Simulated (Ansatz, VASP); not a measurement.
# Cross-check of Al2P4O13 between VASP and Ansatz, part 2 of 2

Wanted: the spread between two codes on one cell, functional and k mesh. The structure shown is frame 67 of Ansatz's trajectory.

VASP 6.6.1 and Ansatz 0.2.0.

So far: Set-up; Ansatz: dynamics, PBE.

## 3. VASP: single point, PBE

Level of this step: PBE; plane waves and PAW (Al, P, O) (VASP).

The same cell, functional, mesh and smearing now go to VASP, with its own data sets.

Lines of VASP's logs that name or quote its potential files are left out, and so is its time.

Input file INCAR:

```
SYSTEM = Al2P4O13
PREC = Accurate
ENCUT = 520
EDIFF = 1E-06
NELM = 120
ISMEAR = -1
SIGMA = 0.078
LREAL = Auto
ALGO = Normal
GGA = PE
NBANDS = 200
LORBIT = 11
LWAVE = .FALSE.
LCHARG = .FALSE.
ISIF = 2
LASPH = .TRUE.
GGA_COMPAT = .FALSE.
EFERMI = MIDGAP
NCORE = 2
```

Input file POSCAR:

```
Al2P4O13
1.0
    9.2584000000      0.0000000000      0.0000000000
    0.0000000000      9.2584000000      0.0000000000
    0.0000000000      0.0000000000      9.2584000000
Al P O
6 12 39
Direct
    0.3811025663      0.3881340188      0.1651581267
    0.0115462715      0.7468785103      0.1800095049
    0.6216732913      0.6697269507      0.4137755984
    0.1819104813      0.5814719606      0.6736477145
    0.3209625853      0.9898794608      0.8992914542
    0.8943445952      0.1005465307      0.9255054869
    0.2372224142      0.0820444137      0.5616737233
    0.9732999222      0.7678864599      0.8395619113
    0.9093147844      0.1716387281      0.5614901063
    0.7755659725      0.4859911000      0.1847619459
    0.5998552666      0.1256156571      0.0896159164
    0.6459323425      0.4552406463      0.8755184481
    0.2816793398      0.7657370604      0.4075758230
    0.4052428065      0.6255940551      0.9319536853
    0.1397541692      0.1860256632      0.1045212996
    0.7864533829      0.9579300959      0.3230471788
    0.3676337164      0.3543916875      0.5103365592
    0.8516158299      0.5006264581      0.6341376480
    0.8809189493      0.1353797632      0.7266590340
    0.3440119243      0.3883176359      0.3469281949
    0.5095048821      0.2406463320      0.1478549209
    0.5297135574      0.3489371814      0.8668776462
    0.8344746392      0.0833297330      0.4368249374
    0.8957055215      0.5995312365      0.1992784930
    0.4992655318      0.0325326190      0.9979370086
    0.3067268643      0.5530437225      0.8258122354
    0.1883262767      0.7661799015      0.2742158472
    0.9859586970      0.2134494081      0.0502138598
    0.1807007690      0.0453534088      0.0095804891
    0.3022768513      0.0740300700      0.7159012356
    0.9091203664      0.9015704657      0.2272854921
    0.7430549555      0.8355763415      0.4140996284
    0.0522120453      0.7234079323      0.9804069818
    0.0149053832      0.4989307008      0.6567549469
    0.7315842910      0.1655901668      0.0118811026
    0.5190421671      0.3844832800      0.5417782770
    0.8875831677      0.3281128489      0.5507971140
    0.7423312883      0.4681046401      0.0218396267
    0.9120906420      0.9147368876      0.8882852329
    0.8519722630      0.6726216193      0.7871230450
    0.4089043463      0.5513587661      0.0785016850
    0.7461224402      0.5846042513      0.5398124946
    0.2308606239      0.6479089259      0.5024734295
    0.6393653331      0.5648924220      0.2505400501
    0.4421066275      0.7517497624      0.3954030934
    0.6571329819      0.0259980126      0.2327399983
    0.0965933639      0.7669359717      0.7255789337
    0.5720966906      0.6200207379      0.8678929405
    0.3565734900      0.1718871511      0.4833016504
    0.7957314439      0.3488075693      0.2538343558
    0.2454635790      0.3043614447      0.0591354878
    0.2497731790      0.3988810162      0.6171260693
    0.3862222414      0.7981400674      0.9116261989
    0.7595156831      0.4196621446      0.7572582736
    0.0783072669      0.1203555690      0.5433660244
    0.1451762724      0.1674695412      0.2646245572
    0.2703598894      0.9194029206      0.5063725914
```

Input file KPOINTS:

```
Automatic mesh
0
Gamma
1 1 1
0 0 0
```

PAW data sets: Al, P and O (PBE family, release 64).

Command:

```console
mpirun -np 8 vasp_gam
```

Numbers of over 12 decimals in the logs are rounded to 6 here.

Output:

```text
[banner, memory and clock lines left out]
running    8 mpi-ranks, on    1 nodes
[...]
LDA part: xc-table for (Slater+PW92), standard interpolation
 POSCAR, INCAR and KPOINTS ok, starting setup
[...]
entering main loop
       N       E                     dE             d eps       ncg     rms          rms(c)
DAV:   1     0.297429769000E+04    0.29743E+04   -0.18632E+05   408   0.153E+03
DAV:   2    -0.216234274201E+03   -0.31905E+04   -0.30906E+04   496   0.375E+02
DAV:   3    -0.462261682831E+03   -0.24603E+03   -0.24427E+03   472   0.113E+02
DAV:   4    -0.467304274784E+03   -0.50426E+01   -0.50161E+01   504   0.172E+01
[...]
DAV:  17    -0.405283779096E+03    0.87893E-05   -0.75653E-05   488   0.293E-02    0.145E-02
DAV:  18    -0.405283778835E+03    0.26068E-06   -0.17390E-05   488   0.120E-02    0.878E-03
DAV:  19    -0.405283778372E+03    0.46251E-06   -0.16449E-06   304   0.399E-03
   1 F= -.40528378E+03 E0= -.40528378E+03  d E =-.162696E-05
```

OUTCAR, selected parts (step 3):

```text
  Total        3.2101682     -5.0925223    -15.6399470     16.1541186    -14.8396594    -14.7535223
  in kB        6.4808289    -10.2810081    -31.5746132     32.6126455    -29.9589575    -29.7850600
  external PRESSURE =     -11.7915975 kB  Pullay stress =       0.0000000 kB

 POSITION                                       TOTAL-FORCE (eV/Angst)
 -----------------------------------------------------------------------------------
      3.52840      3.59350      1.52910        -0.125108     -2.204854      0.087554
      0.10690      6.91490      1.66660         0.971803     -0.643103     -2.206148
      5.75570      6.20060      3.83090         0.537631     -0.365508     -1.387414
      1.68420      5.38350      6.23690         1.011673      0.422247      0.922551
      2.97160      9.16470      8.32600         2.135542     -0.797618      0.602683
      8.28020      0.93090      8.56870        -0.392433      0.052626     -0.579695
      2.19630      0.75960      5.20020         4.166898     -2.773423      0.776997
      9.01120      7.10940      7.77300         1.266182      0.264738      0.792513
      8.41880      1.58910      5.19850         0.568465     -1.988613      4.049050
      7.18050      4.49950      1.71060        -0.899008      1.387119      2.080772
      5.55370      1.16300      0.82970        -2.273040     -2.197759     -0.660781
      5.98030      4.21480      8.10590        -1.283071      1.446358      1.970914
      2.60790      7.08950      3.77350        -0.765032      1.866285      1.606659
      3.75190      5.79200      8.62840         0.249584      3.789169     -2.149779
[...]
-----------------------------------------------------------------------------------
    total drift:                                0.015320     -0.005768      0.030208

  FREE ENERGIE OF THE ION-ELECTRON SYSTEM (eV)
  ---------------------------------------------------
  free  energy   TOTEN  =      -405.2837783724 eV

  energy  without entropy=     -405.2837767454  energy(sigma->0) =     -405.28377756

[... 3 further parts left out ...]
[key lines of the parts left out:]
E-fermi :   2.9809
```

The run ends at a pressure of -1.18 GPa, with forces up to 5.1 eV/Å.

## 4. Differences

Known differences besides the potentials themselves: the cutoff is 420 eV in Ansatz and 520 eV in VASP (PREC = Accurate, projectors in real space). Total energies have different zeros and are not compared.

Forces on 8 of the 57 atoms, those with the largest forces and the largest differences (eV/Å; atoms numbered as in POSCAR):

```tsv
atom	Ansatz x, y, z	VASP x, y, z
P7	4.285, -2.750, 0.796	4.167, -2.773, 0.777
P9	0.555, -2.102, 4.165	0.568, -1.989, 4.049
P11	-2.279, -2.347, -0.666	-2.273, -2.198, -0.661
P14	0.285, 3.837, -2.178	0.250, 3.789, -2.150
O21	-0.598, 2.853, 2.096	-0.486, 2.725, 2.009
O32	-2.404, -2.265, 1.613	-2.392, -2.157, 1.504
O35	2.466, -0.345, -1.886	2.308, -0.436, -1.791
O38	-0.700, -0.018, -3.575	-0.741, 0.005, -3.487
```

The forces differ by 57 meV/Å r.m.s., which is 4.4 % of the r.m.s. force of 1.300 eV/Å (both taken over all components).

## 5. Outcome

```json
{"r.m.s. force difference (single point, PBE)": "4.4 % of the r.m.s. force"}
```

The r.m.s. force difference is 4.4 % of the r.m.s. force (single point, PBE), beyond the 3 % picked in this series as the mark of a large difference. What causes the difference of the single point, PBE pair stays open here. 2 further runs of this series are not shown here. How closely two codes agree says nothing of how well the functional describes the real material.

[Lines on the potential files, build, host, timing and source positions are cut from VASP's logs without a mark.]

[Logs are printed without paths, hosts, clocks, repeated set-up lines and the standing remarks that a program may print on its own settings, such as how far it seeks lower states.]

[Hosts, paths, dates, database ids (printed as entryN), source tags and the programs' standing remarks are cut or masked in the printed files.]
